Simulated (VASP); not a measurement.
Input:

```
P
1.0
    1.64108    -5.51404     0.00000
    1.64108     5.51404     0.00000
    0.00000     0.00000     4.50020
P
4
Direct
  0.09503   0.90497   0.91373
  0.40497   0.59503   0.41373
  0.59503   0.40497   0.58627
  0.90497   0.09503   0.08627
```

The numbers are results of PBE GGA, VASP's PBE PAW potentials (set 64) (plane waves; VASP), not measurements. Numerical set-up: 480 eV cut-off, 6×6×6 Γ-centred mesh, Gaussian smearing of 0.050 eV, potentials P.

Without a dispersion term in the relaxation, distances and binding between the weakly bound layers, chains or molecules are unreliable, and so is what depends on them.

Question: Which forces act on the atoms, in eV/Å?

Answer: 
```
atom     Fx      Fy      Fz
----  -----  ------  ------
P1    0.000  -0.204   0.140
P2    0.000   0.204   0.140
P3    0.000  -0.204  -0.140
P4    0.000   0.204  -0.140
```

Question: Give the stress tensor in GPa (positive for a compressed cell).

Answer: 
```
2.67  0.00  0.00
0.00  2.01  0.00
0.00  0.00  1.97
```
The pressure is its mean diagonal, 2.21 GPa.

The compound is P in the black structure. This cell was strained or had an atom moved on purpose.
